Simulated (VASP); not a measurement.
A cell of CoGa (CsCl type) near equilibrium:

```
CoGa
1.0
    2.87897     0.00000     0.00000
    0.00000     2.87897     0.00000
    0.00000     0.00000     2.87897
Ga Co
1 1
Cartesian
  1.43949   1.43949   1.43949
  0.00000   0.00000   0.00000
```

All values below come from PBE GGA, VASP's PBE PAW potentials (set 64) (plane waves; VASP).

```json
[
 {"run": "as it is", "ΔE (meV/atom)": "0.0", "σxx": "0.60", "σyy": "0.60", "σzz": "0.60", "largest shear component, with its sign (GPa)": "0.00", "largest force (eV/Å)": "0.000"},
 {"run": "after one change", "ΔE (meV/atom)": "2.2", "σxx": "3.40", "σyy": "3.40", "σzz": "3.40", "largest shear component, with its sign (GPa)": "0.00", "largest force (eV/Å)": "0.000"}
]
```
Stress is in GPa, positive when the cell is compressed.

Q: Which change was made?
A. uniaxial strain of +0.5 % along y
B. uniaxial strain of +0.5 % along x
C. isotropic strain of -0.5 %

A: C, isotropic strain of -0.5 %

The compound is CoGa in the CsCl type structure. The run is not spin-polarised, so no magnetic state was tried.
